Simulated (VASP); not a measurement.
Calculation: PBEsol GGA, VASP's PBE PAW potentials (set 64) (plane waves; VASP 6.6.1).

Input for VASP

POSCAR:
```
Y
1
    1.7976640695    -3.1136457672     0.0000000000
    1.7976640695     3.1136457672    -0.0000000000
   -0.0000000000     0.0000000000     5.5927866930
Y
2
Direct
  0.3333330000   0.6666670000   0.2500000000
  0.6666670000   0.3333330000   0.7500000000
```

**INCAR**
```
SYSTEM  =  Y
PREC  =  Accurate; ENCUT  =  500; LREAL  =  F
LASPH  =  T
EDIFF  =  1E-6; NELM  =  100; ALGO  =  Normal
LMAXMIX  =  4
ISMEAR  =  1; SIGMA  =  0.1
GGA  =  PS
IBRION  =  2; NSW  =  40; ISIF  =  3
EDIFFG  =  -0.02
LWAVE  =  F; LCHARG  =  F
```

### KPOINTS
```
K-points
0
Gamma
  12 12 7
```

POTCAR, in this order: Y_sv (PBE.64 set). Program: vasp_std.

Q: What does the run give for the energy per atom (σ→0), band gap (on the k-mesh)?

A: 
| Property | Value |
|---|---|
| energy per atom (σ→0) | -6.816 eV/atom |
| band gap (on the k-mesh) | none (metal, semimetal or under 0.01 eV) |

File OSZICAR:
```
...
DAV:   8    -0.136339922673E+02    0.12178E-01   -0.16775E-01  2735   0.273E+00    0.794E-01
DAV:   9    -0.136334594828E+02    0.53278E-03   -0.49624E-03  3097   0.514E-01    0.323E-01
DAV:  10    -0.136335069536E+02   -0.47471E-04   -0.13258E-03  2568   0.369E-01    0.182E-01
DAV:  11    -0.136334902073E+02    0.16746E-04   -0.83022E-05  3298   0.892E-02    0.494E-02
DAV:  12    -0.136334865560E+02    0.36513E-05   -0.13149E-05  2812   0.341E-02    0.205E-02
DAV:  13    -0.136334880204E+02   -0.14644E-05   -0.48945E-06  2567   0.237E-02    0.890E-04
DAV:  14    -0.136334881419E+02   -0.12153E-06   -0.13699E-07  1476   0.276E-03
   1 F= -.13633488E+02 E0= -.13632470E+02  d E =-.136335E+02
```

The compound is Y in the hcp structure. It was relaxed first, which changed the volume by -5 %.
